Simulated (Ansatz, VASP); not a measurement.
**Cross-check of SrTlBr3 between VASP and Ansatz**

Wanted: the spread between two codes on one cell, functional and k mesh. The cell is invented: As first built, before any earlier steps moved the atoms: it takes the RbSrCl3 structure with some of its atoms replaced by other elements, volume scaled by an estimate. It may not be a known or stable phase. The cell is taken from a series of runs on this material, whose earlier steps may have relaxed or scaled it; both programs get it as it stands.

Method: plane waves, with VASP 6.6.1 beside it; electric field gradients at BLYP, in Ansatz 0.2.0.

### Step 1. The starting structure

It takes space group Pm-3m (No. 221, cubic). Conventional cell: a = 6.076 Å, b = 6.076 Å, c = 6.076 Å, α = 90.00°, β = 90.00°, γ = 90.00°. Nearest to Tl lie 12 Br at 4.30 Å. Nearest to Sr lie 6 Br at 3.04 Å. Br has 2 Sr at 3.04 Å nearest. As first built, before any earlier steps moved the atoms: sites of the RbSrCl3 structure (space group 221) filled with other elements, volume scaled by an estimate. Farther neighbours and most contacts between anions are not listed.

### Step 2. Ansatz: electric field gradients, BLYP

Ansatz runs on its default PAW (the set named soft_2) files.

Field gradients test the density near the nuclei, where the PAW reconstruction matters most.

input.yaml reads:

```yaml
crystal:
  lattice:
    - [6.0756620906, 0.0, 0.0]
    - [0.0, 6.0756620906, 0.0]
    - [0.0, 0.0, 6.0756620906]
  atoms:
    - { symbol: Tl, position: [0.5, 0.5, 0.5] }
    - { symbol: Sr, position: [0.0, 0.0, 0.0] }
    - { symbol: Br, position: [0.5, 0.0, 0.0] }
    - { symbol: Br, position: [0.0, 0.5, 0.0] }
    - { symbol: Br, position: [0.0, 0.0, 0.5] }
hamiltonian:
  xc: blyp
  pseudopotentials: { kind: paw }
kpoints:
  mp_grid: { grid: [4, 4, 4] }
scf:
  occupations: { method: gaussian, width: 0.05 }
  n_extra_bands: 5
output:
  forces: true
  stress: true
  eigenvalues: true
  efg: {}
```

Run with:

```
$ ansatz run input.yaml --threads 2 --pin off --max-ram 4608MiB --backend cpu --events-out ev --progress --plain --runs-dir out
```

Numbers of over 12 decimals in the logs are rounded to 6 here.

Output:

```text
scf.n_extra_bands = 5 over 22 filled bands (N_el = 44.0): the run solves 27 bands
Sr, Tl: output.efg is read without spin–orbit coupling, which moves field gradients at and beside such atoms by some per cent and up to a factor of two; PAW files take it under magnetization.noncollinear and magnetization.spin_orbit
Engine: ansatz 0.2.0, aarch64-unknown-linux-gnu
Pseudopotentials: kind: paw
Pseudopotential: Tl, paw, valence charge 13, recommended cutoff 420 eV (normal), Tl.paw.azcp
Pseudopotential: Sr, paw, valence charge 10, recommended cutoff 420 eV (normal), Sr.paw.azcp
Pseudopotential: Br, paw, valence charge 7, recommended cutoff 420 eV (normal), Br.paw.azcp
Functional definition: BLYP
  parameter beta = 0.0042
  parameter a = 0.04918
  parameter b = 0.132
  parameter c = 0.2533
  parameter d = 0.349
  exchange = b88_x(beta = beta)
  correlation = lyp_c(a = a, b = b, c = c, d = d)
Crystal: 5 atoms, lattice volume = 224.275 Å³
Basis set: ecut = 420 eV, 4385 PW (Γ), exchange–correlation on 90×90×90 points (8 copies of the dense FFT grid, shifted against one another)
Bands: 27, of which v1, the nominal top of the filled ones, is band 22 counted from 1 (21 counted from 0)
Symmetry: 48 space group operations
Space group: Pm-3m (ITA 221), of the structure as read, at distance tolerance 6.1e-5 Å
k-points: 10 of 64
Non-local potential: Tl, projectors of the file, l = 0: 2, l = 1: 2, l = 2: 2, l = 3: 1
Non-local potential: Sr, projectors of the file, l = 0: 3, l = 1: 2, l = 2: 2
Non-local potential: Br, projectors of the file, l = 0: 2, l = 1: 2, l = 2: 2
PAW form: soft (Blöchl's): semilocal exchange-correlation on the pseudo side does not see the compensation charge
PAW frozen core: Tl, regenerated for the run's functional, and the local potential with it (the file was generated under x = pbe(κ = 0.804, μ = 0.219515), c = pbe(β = 0.066725))
PAW frozen core: Sr, regenerated for the run's functional, and the local potential with it (the file was generated under x = pbe(κ = 0.804, μ = 0.219515), c = pbe(β = 0.066725))
PAW frozen core: Br, regenerated for the run's functional, and the local potential with it (the file was generated under x = pbe(κ = 0.804, μ = 0.219515), c = pbe(β = 0.066725))
PAW one-centre angular grid: Tl, 590 points (default); XC on 64 Gauss nodes
PAW one-centre angular grid: Sr, 110 points (default); XC on 64 Gauss nodes
PAW one-centre angular grid: Br, 110 points (default); XC on 64 Gauss nodes
Initial density: superposition of atomic densities (neutral atoms: chi_scale 0, normalization atom), corrected by the library's trained network
Initial wavefunctions: pseudopotential atomic-orbital guess
Functional: x = b88, c = lyp
SCF iter   1: F=—  HF=-23421.410331 eV  |F-HF|=—  |Δ(HF+E_count)|=         —  Δρ=3.71e-3  dr2=3.37e-2  ethr=1.77e-3  ⟨swp⟩=11.3  Hψ=1605  notcnv=0
preconditioner: auto → Resta (q_TF=auto, 2.080 Å⁻¹)  ε∞=2.9  [insulator: Δε(μ)=3.099 eV  Ē_g=11.704 eV  σ=0.050 eV  W_gap=1.00  n_scr=32 (ndim 8)  ℏωp=16.1 eV  f_vac=0.066  D(μ)=0.00/eV (n_scr^D=0)  ε∞_Penn≈2.9]
SCF iter   2: F=—  HF=-23421.401021 eV  |F-HF|=—  |Δ(HF+E_count)|=   9.31e-3  Δρ=1.10e-3  dr2=2.17e-3  ethr=7.66e-5  ⟨swp⟩=2.1  Hψ=549  notcnv=0  defer=3
SCF iter   3: F=—  HF=-23421.400648 eV  |F-HF|=—  |Δ(HF+E_count)|=   3.73e-4  Δρ=2.67e-4  dr2=8.63e-5  ethr=4.93e-6  ⟨swp⟩=2.3  Hψ=451  notcnv=0  defer=3
SCF iter   4: F=—  HF=-23421.400560 eV  |F-HF|=—  |Δ(HF+E_count)|=   8.83e-5  Δρ=4.07e-5  dr2=3.09e-6  ethr=1.96e-7  ⟨swp⟩=2.0  Hψ=446  notcnv=0  defer=3
SCF iter   5: F=—  HF=-23421.400563 eV  |F-HF|=—  |Δ(HF+E_count)|=   2.96e-6  Δρ=8.20e-6  dr2=1.52e-7  ethr=7.03e-9  ⟨swp⟩=2.0  Hψ=480  notcnv=0  defer=3
SCF iter   6: F=-23421.400563 eV  HF=-23421.400563 eV  |F-HF|=1.77e-8  |Δ(HF+E_count)|=   7.38e-8  Δρ=2.04e-6  dr2=1.05e-8  ethr=2.27e-10  ⟨swp⟩=11.2  Hψ=1393  notcnv=0
SCF 1 converged in 6 iterations: F = -23421.400563 eV  dr2 = 1.05e-8
  greatest PAW one-centre occupation: 0.987 electrons in one spin orbital (limit 2), on the Sr atom at site 1 (counted from 0), in its partial waves of l = 0
SCF converged after 6 iterations
Free energy (F): -23421.400563 eV
Harris-Foulkes:  -23421.400563 eV  (|F-HF|=1.77e-8)
Internal energy: -23421.400563 eV  (E = F + TS)
E sigma→0 (E₀):  -23421.400563 eV
Fermi energy:    2.833683 eV
--- Per-component energies (eV) ---
  E_band       = -303.428527
  E_kinetic    = 975.387473
  E_local      = -2908.329504  (includes V_loc(G=0)·N_el)
  E_nonlocal   = 733.236101
  E_hartree    = 921.226642
  E_xc         = -1190.923426
  E_vxc        = -602.190941  (∫ρ·V_xc dr)
  E_paw        = -19678.766004  (= ΣΔE_a)
  E_vpaw       = -343.983132  (= ΣTr[D̂ρ^β])
  E_aug_tail   = 0.000027  (compensation charges beyond the density's cutoff)
  E_ewald      = -2273.389598
  E_core_change = 0.157726  (= ΣΔE_core)
  E_smearing   = -0.000000  (= −TS)
  E_closure    = 0.000000  (closes the sum)
  Σ components = -23421.400563   (vs F -23421.400563, Δ=0.00e0)
--- Forces (eV/Å), atoms counted from 1 ---
  atom   1  Tl     0.00000000    -0.00000000     0.00000000
  atom   2  Sr    -0.00000000    -0.00000000     0.00000000
  atom   3  Br     0.00000000    -0.00000000    -0.00000000
  atom   4  Br     0.00000000     0.00000000     0.00000000
  atom   5  Br     0.00000000    -0.00000000    -0.00000000
  max |Σ_I F_I| component: 3.43e-29 eV/Å
--- Stress (GPa, compression-positive) ---
        0.017286      -0.000000       0.000000
        0.000000       0.017286       0.000000
        0.000000       0.000000       0.017286
  P = ⅓ Tr σ = 0.0173 GPa (0.173 kbar)
--- PAW observables at the nuclei: V_zz in 10²¹ V/m², potentials from the cell's mean, atoms counted from 1 ---
  atom   1  Tl V_zz =    +0.000000   η = 0.0000   by run symmetry: forbidden
            electrostatic potential = -17123.510553 V   contact ρ = none
  atom   2  Sr V_zz =    -0.000000   η = 0.0000   by run symmetry: forbidden
            electrostatic potential = -5503.945765 V   contact ρ = none
  atom   3  Br V_zz =    +5.061527   η = 0.0000   by run symmetry: allowed
            electrostatic potential = -4905.276759 V   contact ρ = none
  atom   4  Br V_zz =    +5.061527   η = 0.0000   by run symmetry: allowed
            electrostatic potential = -4905.276759 V   contact ρ = none
  atom   5  Br V_zz =    +5.061527   η = 0.0000   by run symmetry: allowed
            electrostatic potential = -4905.276759 V   contact ρ = none
--- Band table (eV; the first three rows and the last of 10) ---
  k-point 0: bands = [... 18 lower, 0.9361, 1.0441, 1.0441, 1.0441, 5.4507, 5.4507, 5.4507, 6.6425, ... 1 higher]
  k-point 1: bands = [... 18 lower, 0.8306, 0.8993, 1.0252, 1.0252, 4.7789, 5.2884, 5.2884, 6.7289, ... 1 higher]
  k-point 2: bands = [... 18 lower, 0.7821, 0.8636, 1.0346, 1.0346, 4.3311, 5.1520, 5.1520, 6.7757, ... 1 higher]
  k-point 9: bands = [... 18 lower, 0.1028, 1.3358, 1.3358, 1.3358, 5.3609, 5.3609, 5.3609, 8.2128, ... 1 higher]
```

The run ends at a pressure of 0.02 GPa.

(Continued in part 2 of 2.)

[Lines on the potential files, build, host, timing and source positions are cut from VASP's logs without a mark.]

[Logs are printed without paths, hosts, clocks, repeated set-up lines and the standing remarks that a program may print on its own settings, such as how far it seeks lower states.]

[Hosts, paths, dates, database ids (printed as entryN), source tags and the programs' standing remarks are cut or masked in the printed files.]
